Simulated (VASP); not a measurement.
An input for Quantum ESPRESSO's pw.x (written as the equivalent of a VASP run, and not itself run):

```
&CONTROL
  calculation = 'vc-relax'
  pseudo_dir = './pseudo'
  outdir = './out'
  tprnfor = .true.
  tstress = .true.
  nstep = 60
  forc_conv_thr = 0.00039
/
&SYSTEM
  ibrav = 0
  nat = 2
  ntyp = 2
  ecutwfc = 82
  occupations = 'smearing'
  smearing = 'methfessel-paxton'
  degauss = 0.00735
  input_dft = 'vdw-df-obk8'
/
&ELECTRONS
  conv_thr = 7.3e-08
  electron_maxstep = 100
/
&IONS
/
&CELL
/
ATOMIC_SPECIES
  Zr 91.224 Zr.upf
  C 12.011 C.upf
CELL_PARAMETERS angstrom
     0.0000000    2.3500000    2.3500000
     2.3500000    0.0000000    2.3500000
     2.3500000    2.3500000    0.0000000
ATOMIC_POSITIONS crystal
  Zr   0.0000000  0.0000000  0.0000000
  C    0.5000000  0.5000000  0.5000000
K_POINTS automatic
  12 12 12 0 0 0
```

Q: Write the VASP files for the same calculation (optB88-vdW).

A: One answer among several that fit: 
POSCAR:
```
ZrC
1.0
  0.0000000000   2.3500000000   2.3500000000
  2.3500000000   0.0000000000   2.3500000000
  2.3500000000   2.3500000000   0.0000000000
Zr C
1 1
Cart
  0.0000000000   0.0000000000   0.0000000000
  2.3500000000   2.3500000000   2.3500000000
```

**KPOINTS**
```
Automatic mesh
0
Gamma
12 12 12
0 0 0
```

### INCAR
```
SYSTEM = ZrC
PREC = Accurate; ENCUT = 520; LREAL = .FALSE.
LASPH = .TRUE.
EDIFF = 1E-6; NELM = 100; ALGO = Normal
LMAXMIX = 4
ISMEAR = 1; SIGMA = 0.1
GGA = BO; LUSE_VDW = .TRUE.; AGGAC = 0.0
PARAM1 = 0.1833333333; PARAM2 = 0.22
IBRION = 2; NSW = 60; ISIF = 3
EDIFFG = -0.01
LWAVE = .FALSE.; LCHARG = .FALSE.
```

POTCAR, in this order: Zr_sv C (PBE.64 set). Program: vasp_std.

The two are equivalent in intent, not identical: the potentials are each code's own (VASP's PAW set, PseudoDojo norm-conserving files in pw.x), so ENCUT and ecutwfc are chosen apart and not converted; conv_thr bounds pw.x's estimated SCF error, while EDIFF bounds the energy change between steps; forc_conv_thr acts on force components and is met together with etot_conv_thr.

The compound is ZrC in the rock salt structure. This run relaxes it. Symmetry was kept, so distortions that lower it aren't found.
